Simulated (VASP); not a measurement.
All values below come from LDA (Ceperley-Alder, Perdew-Zunger), VASP's LDA PAW potentials (set 64) (plane waves; VASP 6.6.1).

The input files of a VASP run:

POSCAR:
```
La2O3
1.0
  1.9229948146  -3.3307244986   0.0000000000
  1.9229948146   3.3307244986   0.0000000000
  0.0000000000   0.0000000000   5.6388213126
La O
2 3
Cart
  1.9229948146   1.1102437200   1.3361817616
  1.9229948146  -1.1102437200   4.3026395510
  0.0000000000   0.0000000000   5.6388213126
  1.9229948146   1.1102437200   3.6789512418
  1.9229948146  -1.1102437200   1.9598700708
```

**INCAR**
```
! general
SYSTEM  = La2O3
PREC    = Accurate
ENCUT   = 620
LREAL   = .False.
LASPH   = .True.

! electronic loop
EDIFF   = 1E-6
NELM    = 100
ALGO    = Normal
LMAXMIX = 6

! smearing
ISMEAR  = 0
SIGMA   = 0.05

! ions
IBRION  = 2
NSW     = 40
ISIF    = 3
EDIFFG  = -0.02
PSTRESS = 100

! output
LWAVE   = .False.
LCHARG  = .False.
```

### KPOINTS
```
Automatic mesh
0
Gamma
7 7 4
0 0 0
```

POTCAR, in this order: La O (LDA.64 set). Program: vasp_std.

Output

File OSZICAR:
```
       N       E                     dE             d eps       ncg     rms          rms(c)
DAV:   1     0.479667018056E+03    0.47967E+03   -0.17710E+04  1392   0.303E+03
DAV:   2     0.996091536804E+02   -0.38006E+03   -0.37394E+03  1904   0.432E+02
DAV:   3    -0.310025390815E+02   -0.13061E+03   -0.12883E+03  2536   0.238E+02
DAV:   4    -0.502298871292E+02   -0.19227E+02   -0.19218E+02  2408   0.988E+01
DAV:   5    -0.512171226359E+02   -0.98724E+00   -0.98686E+00  2528   0.263E+01    0.152E+01
DAV:   6    -0.459638621240E+02    0.52533E+01   -0.46367E+01  2080   0.445E+01    0.786E+00
DAV:   7    -0.458340744908E+02    0.12979E+00   -0.47222E+00  2536   0.243E+01    0.386E+00
DAV:   8    -0.457556141965E+02    0.78460E-01   -0.56479E-01  2416   0.685E+00    0.113E+00
DAV:   9    -0.457392452124E+02    0.16369E-01   -0.81930E-02  2352   0.245E+00    0.359E-01
DAV:  10    -0.457398104435E+02   -0.56523E-03   -0.24970E-02  2336   0.118E+00    0.170E-01
DAV:  11    -0.457399290153E+02   -0.11857E-03   -0.57979E-03  2520   0.626E-01    0.105E-01
DAV:  12    -0.457398968045E+02    0.32211E-04   -0.16484E-03  2264   0.274E-01    0.399E-02
DAV:  13    -0.457398950055E+02    0.17990E-05   -0.59618E-04  2392   0.182E-01    0.246E-02
DAV:  14    -0.457398844583E+02    0.10547E-04   -0.88694E-05  2384   0.928E-02    0.511E-03
DAV:  15    -0.457398848754E+02   -0.41714E-06   -0.60048E-06  1920   0.215E-02
   1 F= -.41231463E+02 E0= -.41231463E+02  d E =-.412315E+02
```

**OUTCAR**
```
------------------------ aborting loop because EDIFF is reached ----------------------------------------
  FORCE on cell =-STRESS in cart. coord.  units (eV):
  Direction    XX          YY          ZZ          XY          YZ          ZX
  --------------------------------------------------------------------------------------
  Total        4.4952549      4.4952543      4.4659787      0.0000000      0.0000000      0.0000000
  in kB       99.7079416     99.7079283     99.0585743      0.0000000      0.0000000      0.0000000
  external PRESSURE =      -0.5085186 kB  Pullay stress =     100.0000000 kB
  volume of cell :       72.23
      direct lattice vectors                 reciprocal lattice vectors
     1.922994815 -3.330724499  0.000000000     0.260011102 -0.150117490  0.000000000
     1.922994815  3.330724499  0.000000000     0.260011102  0.150117490  0.000000000
     0.000000000  0.000000000  5.638821313     0.000000000  0.000000000  0.177342027
 POSITION                                       TOTAL-FORCE (eV/Angst)
 -----------------------------------------------------------------------------------
      1.92299      1.11024      1.33618         0.000000     -0.000000      0.010585
      1.92299     -1.11024      4.30264        -0.000000     -0.000000     -0.010585
      0.00000      0.00000      0.00000        -0.000000      0.000000      0.000000
      1.92299      1.11024      3.67895        -0.000000      0.000000     -0.009683
      1.92299     -1.11024      1.95987         0.000000     -0.000000      0.009683
 -----------------------------------------------------------------------------------
    total drift:                               -0.000000      0.000000      0.000000
  FREE ENERGIE OF THE ION-ELECTRON SYSTEM (eV)
  ---------------------------------------------------
  free  energy   TOTEN  =       -45.7398848754 eV

  energy  without entropy=      -45.7398848754  energy(sigma->0) =      -45.73988488
  enthalpy is  TOTEN    =       -41.2314627712 eV   P V=        4.5084221042

 reached required accuracy - stopping structural energy minimisation
```
(Selected blocks of OUTCAR.)

### OUTCAR
```
 val. band max:        7.0091706466   @ k =   0.2857   0.2857   0.5000

 cond. band min:      10.7908371326   @ k =   0.2857   0.2857   0.0000


 Fermi energy:         7.3007704489

 k-point     1 :       0.0000    0.0000    0.0000
  band No.  band energies     occupation
      1     -22.4309      2.00000
      2     -21.9177      2.00000
      3     -10.1662      2.00000
      4      -8.6580      2.00000
      5      -8.2166      2.00000
      6      -5.9272      2.00000
      7      -5.9271      2.00000
      8      -5.4847      2.00000
      9      -5.4847      2.00000
     10      -5.2147      2.00000
     11      -4.7039      2.00000
     12       3.9781      2.00000
     13       3.9781      2.00000
     14       4.5940      2.00000
     15       4.5940      2.00000
     16       4.9406      2.00000
     17       4.9854      2.00000
     18       6.4445      2.00000
     19       6.4446      2.00000
     20       6.6963      2.00000
     21      11.2861      0.00000
     22      11.2862      0.00000
     23      11.5214      0.00000
     24      12.7493      0.00000

 k-point     2 :       0.1429    0.0000    0.0000
  band No.  band energies     occupation
      1     -22.3744      2.00000
      2     -21.9032      2.00000
      3     -10.1126      2.00000
      4      -9.0879      2.00000
      5      -8.6080      2.00000
      6      -6.0548      2.00000
      7      -5.6439      2.00000
      8      -5.5022      2.00000
      9      -5.3030      2.00000
     10      -5.2743      2.00000
     11      -4.5918      2.00000
     12       4.2070      2.00000
     13       4.2117      2.00000
     14       4.3876      2.00000
     15       4.7472      2.00000
     16       5.0128      2.00000
     17       5.5927      2.00000
     18       6.1354      2.00000
     19       6.4659      2.00000
     20       6.6679      2.00000
     21      11.4147      0.00000
     22      11.4985      0.00000
     23      11.6796      0.00000
     24      12.6813      0.00000
...
```

The compound is La2O3 in the a-type structure. It was relaxed first under an external pressure of 10 GPa.
